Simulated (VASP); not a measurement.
Wanted: the native input for a VASP 6.6.1 run.

- Task: single point
- Functional: PBE
- Dispersion: D3(BJ)
- Potentials or basis: VASP PAW PBE potentials, release 64 (W_sv, N)
- Cutoff: 400 eV
- k mesh: 5 × 6 × 1
- Occupations: methfessel-paxton, width 0.1 eV
- Spin: no spin polarisation
- Further INCAR settings: LREAL = Auto; ALGO = Fast; EDIFF = 1e-06; ISYM = 0

The structure of W16N lies in POSCAR:

```
W16N
1.0
    6.3200000000      0.0000000000      0.0000000000
    3.1600000000      4.4689148571      0.0000000000
    0.0000000000      0.0000000000     23.2033722856
W N
16 1
Direct
    0.7500000000      0.5000000000      0.1077000000
    0.2500000000      0.5000000000      0.1077000000
    0.7500000000      0.0000000000      0.1077000000
    0.2500000000      0.0000000000      0.1077000000
    0.0000000000      0.0000000000      0.2040000000
    0.5000000000      0.0000000000      0.2040000000
    0.0000000000      0.5000000000      0.2040000000
    0.5000000000      0.5000000000      0.2040000000
    0.7507000000      0.5001000000      0.3018000000
    0.2497000000      0.4995000000      0.3017000000
    0.7510000000      0.9978000000      0.2989000000
    0.2497000000      0.0006000000      0.3004000000
    0.9980000000      0.0007000000      0.3971000000
    0.5020000000      0.9989000000      0.3972000000
    0.9974000000      0.5063000000      0.3961000000
    0.5068000000      0.4858000000      0.3932000000
    0.2116000000      0.0766000000      0.4446000000
```

The cell was built by a generator and needn't be a form met in nature.

These files were run (other wordings do the same):

INCAR

```
SYSTEM = W16N
PREC = Accurate ; ENCUT = 400
EDIFF = 1E-6 ; ISMEAR = 1
SIGMA = 0.1 ; LREAL = Auto
LASPH = .True. ; NELM = 60
ALGO = Fast ; ISIF = 2
LWAVE = .False. ; LCHARG = .False.
GGA = PE ; IVDW = 12
ISYM = 0
```

KPOINTS

```
Automatic mesh
0
Gamma
  5 6 1
  0 0 0
```

Potentials or basis: VASP PAW PBE potentials, release 64 (W_sv, N).

Run with:

```sh
$ cat potpaw_PBE.64/W_sv/POTCAR potpaw_PBE.64/N/POTCAR > POTCAR
$ mpirun -np 4 vasp_std > vasp.out
```

It gave:

- Largest force: 0.628 eV/Å
- Band gap on the k mesh: none (metal or under the smearing width)
- Dispersion energy per atom: -0.482 eV

Wall time 15 min on 4 MPI ranks on Intel(R) Xeon(R) Platinum 8488C (Sapphire Rapids) (shared host), peak memory 0.35 GiB a rank.
